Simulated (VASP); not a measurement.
An input for Quantum ESPRESSO's pw.x (written as the equivalent of a VASP run, and not itself run):

```
&CONTROL
  calculation = 'scf'
  pseudo_dir = './pseudo'
  outdir = './out'
  tprnfor = .true.
  tstress = .true.
/
&SYSTEM
  ibrav = 0
  nat = 2
  ntyp = 2
  ecutwfc = 84
  occupations = 'smearing'
  smearing = 'fermi-dirac'
  degauss = 0.00735
  input_dft = 'pbesol'
/
&ELECTRONS
  conv_thr = 7.3e-08
  electron_maxstep = 100
/
ATOMIC_SPECIES
  Ta 180.948 Ta.upf
  N 14.007 N.upf
CELL_PARAMETERS angstrom
     2.9399400    0.0000000    0.0000000
    -1.4699700    2.5460630    0.0000000
     0.0000000    0.0000000    2.8901800
ATOMIC_POSITIONS crystal
  Ta   0.0000000  0.0000000  0.5000000
  N    0.6666670  0.3333330  0.0000000
K_POINTS automatic
  9 9 8 0 0 0
```

Write the VASP files for the same calculation (PBEsol).

One answer among several that fit: 
**INCAR**
```
# general
SYSTEM  = TaN
PREC    = Accurate
ENCUT   = 400
LREAL   = .False.   # projection in real space or not
LASPH   = .True.

# electronic loop
EDIFF   = 1E-6   # SCF stop (eV)
NELM    = 100
ALGO    = Normal
LMAXMIX = 6   # l cut-off of mixed one-centre charges

# smearing
ISMEAR  = -1
SIGMA   = 0.1

# functional
GGA     = PS   # PBEsol

# ions
ISIF    = 2

# output
LWAVE   = .False.
LCHARG  = .False.
```

**KPOINTS**
```
Automatic mesh
0
G
 9 9 8
0 0 0
```

**POSCAR**
```
TaN
1.0
  2.9399400000   0.0000000000   0.0000000000
 -1.4699700000   2.5460630000   0.0000000000
  0.0000000000   0.0000000000   2.8901800000
Ta N
1 1
direct
  0.0000000000   0.0000000000   0.5000000000
  0.6666670000   0.3333330000   0.0000000000
```

POTCAR, in this order: Ta_pv N (PBE.64 set). Program: vasp_std.

The two are equivalent in intent, not identical: the potentials are each code's own (VASP's PAW set, PseudoDojo norm-conserving files in pw.x), so ENCUT and ecutwfc are chosen apart and not converted; conv_thr bounds pw.x's estimated SCF error, while EDIFF bounds the energy change between steps.

The structure comes from a computed database's TaN entry (P-6m2); how it stands against other phases isn't given here. The cell was not relaxed at this level.
